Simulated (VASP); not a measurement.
Output of a VASP run:

### OSZICAR
```
       N       E                     dE             d eps       ncg     rms          rms(c)
DAV:   1     0.119916874748E+03    0.11992E+03   -0.85257E+03  2016   0.158E+03
DAV:   2    -0.141660717844E+02   -0.13408E+03   -0.12800E+03  2100   0.384E+02
DAV:   3    -0.240033082919E+02   -0.98372E+01   -0.95088E+01  2752   0.990E+01
DAV:   4    -0.244109927021E+02   -0.40768E+00   -0.40697E+00  2528   0.193E+01
DAV:   5    -0.244280714217E+02   -0.17079E-01   -0.17078E-01  2796   0.362E+00    0.176E+01
DAV:   6    -0.195104884652E+02    0.49176E+01   -0.34722E+01  2416   0.697E+01    0.776E+00
DAV:   7    -0.187288715089E+02    0.78162E+00   -0.59650E+00  2584   0.300E+01    0.456E+00
DAV:   8    -0.186921692957E+02    0.36702E-01   -0.11895E-01  2168   0.414E+00    0.344E+00
DAV:   9    -0.186674733745E+02    0.24696E-01   -0.29872E-01  2380   0.709E+00    0.914E-01
DAV:  10    -0.186640599893E+02    0.34134E-02   -0.19768E-02  2772   0.174E+00    0.714E-01
DAV:  11    -0.186606898832E+02    0.33701E-02   -0.93961E-03  2312   0.150E+00    0.191E-01
DAV:  12    -0.186605574203E+02    0.13246E-03   -0.92915E-04  2868   0.357E-01    0.501E-02
DAV:  13    -0.186605360845E+02    0.21336E-04   -0.57309E-05  2472   0.848E-02    0.170E-02
DAV:  14    -0.186605342715E+02    0.18130E-05   -0.61939E-06  2908   0.313E-02    0.316E-03
DAV:  15    -0.186605344024E+02   -0.13097E-06   -0.95387E-08  1104   0.410E-03
   1 F= -.18660534E+02 E0= -.18660482E+02  d E =-.157304E-03
```

File OUTCAR:
```
------------------------ aborting loop because EDIFF is reached ----------------------------------------
  FORCE on cell =-STRESS in cart. coord.  units (eV):
  Direction    XX          YY          ZZ          XY          YZ          ZX
  --------------------------------------------------------------------------------------
  Total       -1.6933404     -1.6933404     -1.6933404      0.0000000      0.0000000     -0.0000000
  in kB     -125.9652167   -125.9652167   -125.9652167      0.0000000      0.0000000     -0.0000000
  external PRESSURE =    -125.9652167 kB  Pullay stress =       0.0000000 kB
  volume of cell :       21.54
      direct lattice vectors                 reciprocal lattice vectors
     0.000000000  2.208300000  2.208300000    -0.226418512  0.226418512  0.226418512
     2.208300000  0.000000000  2.208300000     0.226418512 -0.226418512  0.226418512
     2.208300000  2.208300000  0.000000000     0.226418512  0.226418512 -0.226418512
 POSITION                                       TOTAL-FORCE (eV/Angst)
 -----------------------------------------------------------------------------------
      0.00000      0.00000      0.00000         0.000000      0.000000      0.000000
      2.20830      2.20830      2.20830         0.000000     -0.000000     -0.000000
 -----------------------------------------------------------------------------------
    total drift:                                0.000000     -0.000000     -0.000000
  FREE ENERGIE OF THE ION-ELECTRON SYSTEM (eV)
  ---------------------------------------------------
  free  energy   TOTEN  =       -18.6605344024 eV

  energy  without entropy=      -18.6603770981  energy(sigma->0) =      -18.66048197
```
(Selected blocks of OUTCAR.)

POSCAR:
```
TiC
1
    0.0000000000     2.2083000000     2.2083000000
    2.2083000000     0.0000000000     2.2083000000
    2.2083000000     2.2083000000     0.0000000000
Ti C
1 1
Direct
  0.0000000000   0.0000000000   0.0000000000
  0.5000000000   0.5000000000   0.5000000000
```

Write an INCAR and KPOINTS that could have produced this output.

Several could match; the one computed here: the input of the run itself, PBE GGA, plane waves, VASP's PBE PAW potentials (set 64).

**INCAR**
```
! general
SYSTEM  = TiC
PREC    = Accurate
ENCUT   = 520
LREAL   = F
LASPH   = F   ! aspherical one-centre terms

! electronic loop
EDIFF   = 1E-6   ! SCF stop (eV)
NELM    = 100
ALGO    = Normal
LMAXMIX = 4

! smearing
ISMEAR  = 1   ! Methfessel-Paxton
SIGMA   = 0.1   ! width (eV)

! functional
GGA     = PE

! ions
ISIF    = 2

! output
LWAVE   = F
LCHARG  = F
```

**KPOINTS**
```
Automatic
0
gamma
  13 13 13
```

POTCAR, in this order: Ti_sv C (PBE.64 set). Program: vasp_std.

The compound is TiC in the rock salt structure. The cell was not relaxed at this level. The run is one of a series of settings (LASPH = .FALSE. against the base run), some of them coarse on purpose.
